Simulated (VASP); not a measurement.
Consider the following.

```xyz
1
Lattice="-1.6830 1.6830 1.6830 1.6830 -1.6830 1.6830 1.6830 1.6830 -1.6830" Properties=species:S:1:pos:R:3 pbc="T T T"
Nb     0.0000     0.0000     0.0000
```

Computed with PBE GGA, VASP's PBE PAW potentials (set 64) (plane waves; VASP 6.6.1). Run with 400 eV cut-off, KSPACING 0.35 per Å, first-order Methfessel-Paxton smearing of 0.10 eV, potentials Nb_sv.

Gaps are read on the run's mesh, which can miss a band edge.

**Question.** Predict the energy per atom (σ→0), pressure, band gap (on the k-mesh) with the smallest direct gap where there is one.

**Answer.** 
| Item | Value |
|---|---|
| band gap (on the k-mesh) | none (metal, semimetal or under 0.01 eV) |
| energy per atom (σ→0) | -10.156 eV/atom |
| pressure | -8.77 GPa |

Only differences to runs with the same potentials and settings are physical.

The compound is Nb in the bcc structure. The cell was not relaxed at this level. The run is one of a series of settings (KGAMMA = .FALSE., KSPACING = 0.35, KPOINTS file removed against the base run), some of them coarse on purpose.
